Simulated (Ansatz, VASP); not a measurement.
## Cross-check of Cd4Se3S between VASP and Ansatz

Wanted: the spread between two codes on one cell, functional and k mesh. The cell is generated by rule, not measured, and may not be a known phase. The two relaxations start from unlike cells of this crystal (the structure described is Ansatz's start), so only their ends are compared.

Calculated with Ansatz 0.2.0; plane waves, with VASP 6.6.1 beside it; relaxation of cell and atoms at PBE.

The structure was built from a prototype and need not be the compound's stable phase.

## (1) The structure

The structure is trigonal, space group P3m1 (No. 156). Conventional cell: a = 4.260 Å, b = 4.260 Å, c = 13.875 Å, α = 90.00°, β = 90.00°, γ = 120.00°. Nearest to Cd lie 1 S at 2.60 Å and 3 Se at 2.61 Å. Nearest to Cd lie 1 Se at 2.60 Å and 3 S at 2.61 Å. Nearest to Cd lie 4 Se at 2.60 to 2.61 Å. Cd has 4 Se at 2.60 to 2.61 Å nearest. S has 4 Cd at 2.60 to 2.61 Å nearest. Se has 4 Cd at 2.60 to 2.61 Å nearest. Farther neighbours and most contacts between anions are not listed.

As a file:

```
Cd S Se
1.0
     4.26000    0.00000    0.00000
    -2.13000    3.68927    0.00000
     0.00000    0.00000   13.87500
Cd S Se
4 1 3
Direct
  0.33333 0.66667 0.00000
  0.66667 0.33333 0.25000
  0.33333 0.66667 0.50000
  0.66667 0.33333 0.75000
  0.33333 0.66667 0.18750
  0.66667 0.33333 0.43750
  0.33333 0.66667 0.68750
  0.66667 0.33333 0.93750
```

## (2) VASP: relaxation of cell and atoms, PBE

The relaxed volume is the usual yardstick between codes: in a stiff, nearly cubic crystal its relative difference is about their pressure difference at one cell divided by the bulk modulus.

Lines of VASP's logs that name or quote its potential files are left out, and so is its time.

File INCAR:

```
SYSTEM = Cd4Se3S
PREC = Accurate
ENCUT = 500
EDIFF = 1E-07
NELM = 120
ISMEAR = 0
SIGMA = 0.02
LREAL = .FALSE.
ALGO = Normal
GGA = PE
NBANDS = 44
LORBIT = 11
LWAVE = .FALSE.
LCHARG = .FALSE.
ISIF = 3
IBRION = 2
NSW = 80
EDIFFG = -0.005
LASPH = .TRUE.
GGA_COMPAT = .FALSE.
NELMIN = 4
EFERMI = MIDGAP
KPAR = 2
```

File POSCAR:

```
Cd4Se3S
1.0
    4.3431889463     -0.0000000111      0.0000000000
   -2.1715949925      3.7613118753      0.0000000000
    0.0000000000      0.0000000000     14.1716561214
Cd S Se
4 1 3
Direct
    0.3333334568      0.6666667570      0.0074777205
    0.6666667780      0.3333332430      0.2421271274
    0.3333334568      0.6666667570      0.4973522753
    0.6666667780      0.3333332430      0.7523681298
    0.3333334568      0.6666667570      0.1892205619
    0.6666667780      0.3333332430      0.4322152398
    0.3333334568      0.6666667570      0.6871231801
    0.6666667780      0.3333332430      0.9421156212
```

File KPOINTS:

```
Automatic mesh
0
Gamma
6 6 2
0 0 0
```

PAW data sets: Cd, S and Se (PBE family, release 64).

Command:

```
> mpirun -np 2 vasp_std
```

Numbers of over 12 decimals in the logs are rounded to 6 here.

Output:

```text
[banner, memory and clock lines left out]
running    2 mpi-ranks, on    1 nodes
 distrk:  each k-point on    1 cores,    2 groups
 distr:  one band on    1 cores,    1 groups

 POSCAR found type information on POSCAR CdS Se
 POSCAR found :  3 types and       8 ions
 LDA part: xc-table for (Slater+PW92), standard interpolation
 POSCAR, INCAR and KPOINTS ok, starting setup
 FFT: planning ... GRIDC
 FFT: planning ... GRID_SOFT
 FFT: planning ... GRID
 WAVECAR not read
 entering main loop
       N       E                     dE             d eps       ncg     rms          rms(c)
DAV:   1     0.496855940514E+03    0.49686E+03   -0.33351E+04  1232   0.143E+03
DAV:   2     0.725995819205E+01   -0.48960E+03   -0.47896E+03  1388   0.352E+02
DAV:   3    -0.239274778240E+02   -0.31187E+02   -0.31032E+02  1440   0.865E+01
DAV:   4    -0.243097502817E+02   -0.38227E+00   -0.38170E+00  1400   0.920E+00
DAV:   5    -0.243146774291E+02   -0.49271E-02   -0.49258E-02  1396   0.101E+00    0.118E+01
DAV:   6    -0.226418158000E+02    0.16729E+01   -0.37548E+00  1476   0.134E+01    0.944E+00
DAV:   7    -0.226016830594E+02    0.40133E-01   -0.14506E+00  1308   0.474E+00    0.365E+00
DAV:   8    -0.225891427733E+02    0.12540E-01   -0.18673E-01  1376   0.315E+00    0.664E-01
DAV:   9    -0.225890456632E+02    0.97110E-04   -0.26562E-02  1308   0.136E+00    0.202E-01
DAV:  10    -0.225893793775E+02   -0.33371E-03   -0.24312E-03  1348   0.382E-01    0.120E-01
DAV:  11    -0.225896075994E+02   -0.22822E-03   -0.29056E-04  1320   0.874E-02    0.461E-02
DAV:  12    -0.225897146146E+02   -0.10702E-03   -0.15263E-04  1324   0.597E-02    0.124E-02
DAV:  13    -0.225897243813E+02   -0.97668E-05   -0.21313E-05  1364   0.313E-02    0.636E-03
DAV:  14    -0.225897272237E+02   -0.28424E-05   -0.43250E-06  1316   0.853E-03    0.374E-03
DAV:  15    -0.225897279417E+02   -0.71792E-06   -0.17079E-06  1376   0.753E-03    0.165E-03
DAV:  16    -0.225897278246E+02    0.11704E-06   -0.37203E-07   972   0.403E-03    0.951E-04
DAV:  17    -0.225897278132E+02    0.11435E-07   -0.87297E-08   876   0.108E-03
   1 F= -.22589728E+02 E0= -.22589728E+02  d E =-.225897E+02
 curvature:   0.00 expect dE= 0.000E+00 dE for cont linesearch  0.000E+00
 trial: gam= 0.00000 g(F)=  0.652E-06 g(S)=  0.223E-04 ort = 0.000E+00 (trialstep = 0.100E+01)
 search vector abs. value=  0.230E-04
 bond charge predicted
       N       E                     dE             d eps       ncg     rms          rms(c)
DAV:   1    -0.225899982804E+02   -0.27046E-03   -0.60152E-03  1332   0.585E-01    0.121E-01
DAV:   2    -0.225897718131E+02    0.22647E-03   -0.64386E-04  1300   0.226E-01    0.401E-02
DAV:   3    -0.225897469054E+02    0.24908E-04   -0.64097E-05  1324   0.478E-02    0.355E-02
DAV:   4    -0.225897383092E+02    0.85962E-05   -0.50221E-06  1288   0.108E-02    0.812E-03
DAV:   5    -0.225897359765E+02    0.23327E-05   -0.30038E-06  1400   0.134E-02    0.233E-03
DAV:   6    -0.225897357318E+02    0.24476E-06   -0.24279E-07   772   0.325E-03    0.834E-04
DAV:   7    -0.225897357654E+02   -0.33599E-07   -0.37613E-08   652   0.986E-04
   2 F= -.22589736E+02 E0= -.22589736E+02  d E =-.795218E-05
 trial-energy change:   -0.000008  1 .order   -0.000009   -0.000023    0.000005
 step:   0.7838(harm=  0.8216)  dis= 0.00005  next Energy=   -22.589736 (dE=-0.850E-05)
 reached required accuracy - stopping structural energy minimisation
```

Parts of OUTCAR (step 2):

```text
ion  position               nearest neighbor table
   1  0.333  0.667  0.007-   5 2.58   8 2.67   8 2.67   8 2.67
   2  0.667  0.333  0.242-   5 2.62   5 2.62   5 2.62   6 2.69
   3  0.333  0.667  0.497-   6 2.67   6 2.67   6 2.67   7 2.69
   4  0.667  0.333  0.752-   7 2.67   7 2.67   7 2.67   8 2.69
   5  0.333  0.667  0.189-   1 2.58   2 2.62   2 2.62   2 2.62
   6  0.667  0.333  0.432-   3 2.67   3 2.67   3 2.67   2 2.69
   7  0.333  0.667  0.687-   4 2.67   4 2.67   4 2.67   3 2.69
   8  0.667  0.333  0.942-   1 2.67   1 2.67   1 2.67   4 2.69

  LATTYP: Found a hexagonal cell.
 ALAT       =     4.3431889463
 C/A-ratio  =     3.2629609940

 Subroutine GETGRP returns: Found  6 space group operations
 (whereof  6 operations were pure point group operations)

The static configuration has the point symmetry C_3v.

 Found     14 irreducible k-points:

   k-points           NKPTS =     14   k-points in BZ     NKDIM =     14   number of bands    NBANDS=     44

   dimension x,y,z NGX =    32 NGY =   32 NGZ =  108
   dimension x,y,z NGXF=    64 NGYF=   64 NGZF=  216

   ENCUT  =  500.0 eV  36.75 Ry    6.06 a.u.   7.92  7.92 25.84*2*pi/ulx,y,z

   NELECT =      72.0000    total number of electrons

 k-points in reciprocal lattice and weights: Automatic mesh
   0.00000000  0.00000000  0.00000000       0.014
   0.16666667  0.00000000  0.00000000       0.083
   0.33333333 -0.00000000  0.00000000       0.083
   0.50000000  0.00000000  0.00000000       0.042
   0.16666667  0.16666667  0.00000000       0.083
   0.33333333  0.16666667  0.00000000       0.167
   0.33333333  0.33333333  0.00000000       0.028
   0.00000000  0.00000000  0.50000000       0.014
   0.16666667  0.00000000  0.50000000       0.083
[...]
0.33333333  0.16666667  0.50000000       0.167
   0.33333333  0.33333333  0.50000000       0.028

 average (electrostatic) potential at core
       1 -40.1597       2 -40.2469       3 -40.1608       4 -40.1804       5 -90.0509
       6 -56.5987       7 -56.6231       8 -56.6273

 E-fermi :   0.9294

 k-point     1 :       0.0000    0.0000    0.0000
  band No.  band energies     occupation
    ...
     32       0.3543      2.00000
     33       0.3543      2.00000
     34       0.5062      2.00000
     35       0.6409      2.00000
     36       0.6409      2.00000
     37       1.2180      0.00000
     38       2.7520      0.00000
     39       2.9775      0.00000
     40       3.0172      0.00000
     41       6.2846      0.00000
    ...

 k-point     2 :       0.1667    0.0000    0.0000
  band No.  band energies     occupation
    ...
     32      -0.3428      2.00000
     33      -0.0681      2.00000
     34       0.1112      2.00000
     35       0.3320      2.00000
     36       0.4585      2.00000
     37       2.4636      0.00000
     38       3.5372      0.00000
     39       3.7709      0.00000
     40       3.8387      0.00000
     41       5.7083      0.00000
    ...

 k-point     3 :       0.3333   -0.0000    0.0000
  band No.  band energies     occupation
    ...
     32      -0.6612      2.00000
     33      -0.5045      2.00000
     34      -0.3197      2.00000
     35      -0.1854      2.00000
     36       0.1058      2.00000
     37       3.4758      0.00000
     38       3.7804      0.00000
     39       3.8360      0.00000
     40       4.1303      0.00000
     41       5.5213      0.00000
    ...

  Total       -0.0098047     -0.0098047     -0.0068551      0.0000000      0.0000000     -0.0000000
  in kB       -0.0678120     -0.0678120     -0.0474114      0.0000000      0.0000000     -0.0000000
  external PRESSURE =      -0.0610118 kB  Pullay stress =       0.0000000 kB

  energy-cutoff  :      500.00
  volume of cell :      231.65
      direct lattice vectors                 reciprocal lattice vectors
     4.343975373 -0.000000011  0.000000000     0.230203884  0.132908309 -0.000000000
    -2.171988206  3.761992941  0.000000000     0.000000001  0.265816554 -0.000000000
     0.000000000  0.000000000 14.175378845     0.000000000  0.000000000  0.070544852

 POSITION                                       TOTAL-FORCE (eV/Angst)
 -----------------------------------------------------------------------------------
     -0.00000      2.50800      0.10599         0.000000     -0.000000      0.000410
      2.17199      1.25400      3.43231         0.000000      0.000000      0.001848
     -0.00000      2.50800      7.05007         0.000000     -0.000000     -0.000739
      2.17199      1.25400     10.66508        -0.000000     -0.000000     -0.000413
     -0.00000      2.50800      2.68233         0.000000     -0.000000     -0.000214
      2.17199      1.25400      6.12686         0.000000      0.000000      0.000489
     -0.00000      2.50800      9.74029         0.000000      0.000000      0.000168
      2.17199      1.25400     13.35474        -0.000000      0.000000     -0.001550
 -----------------------------------------------------------------------------------
    total drift:                               -0.001540     -0.000063     -0.001476

  FREE ENERGIE OF THE ION-ELECTRON SYSTEM (eV)
  ---------------------------------------------------
  free  energy   TOTEN  =       -22.5897357654 eV

  energy  without entropy=      -22.5897357654  energy(sigma->0) =      -22.58973577

 reached required accuracy - stopping structural energy minimisation

 total charge
# of ion       s       p       d       tot
------------------------------------------
    1        0.432   0.293   9.557  10.281
    2        0.412   0.268   9.562  10.243
    3        0.436   0.288   9.554  10.278
    4        0.436   0.288   9.555  10.278
    5        1.328   2.361   0.000   3.689
    6        1.445   2.375   0.019   3.839
    7        1.445   2.374   0.019   3.838
    8        1.444   2.376   0.019   3.839
--------------------------------------------------
tot          7.379  10.622  38.285  56.286

[... 3 further parts left out ...]
```

The run keeps the 6 symmetry operations of its start, so it cannot find a distortion of lower symmetry.

(Continued in part 2 of 2.)

[Lines on the potential files, build, host, timing and source positions are cut from VASP's logs without a mark.]

[Logs are printed without paths, hosts, clocks, repeated set-up lines and the standing remarks that a program may print on its own settings, such as how far it seeks lower states.]

[Hosts, paths, dates, database ids (printed as entryN), source tags and the programs' standing remarks are cut or masked in the printed files.]
